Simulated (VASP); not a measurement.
Shape and ions are relaxed at each volume.

Given:

Space group P6₃/mmc (No. 194); a = 2.2772 Å, b = 2.2772 Å, c = 3.5981 Å, α = 90.00°, β = 90.00°, γ = 120.00°

```
atom  site  symmetry       x       y       z
----  ----  --------  ------  ------  ------
Be      2c      -6m2  0.3333  0.6667  0.2500
```

The numbers are results of revPBE GGA, VASP's PBE PAW potentials (set 64) (plane waves; VASP), not measurements. Run with 520 eV cut-off, 18×18×10 Γ-centred mesh, first-order Methfessel-Paxton smearing of 0.10 eV, potentials Be.

**Question.** Give the energy at these volumes per atom, relative to the lowest: 7.61, 7.85, 8.10, 8.34, 8.58 Å³.

**Answer.** 11.0, 2.5, 0.0, 2.9, 10.6 meV/atom. A third-order Birch-Murnaghan fit gives B0 = 119 GPa and B0′ = 3.3.

The compound is Be in the hcp structure. It was relaxed first.
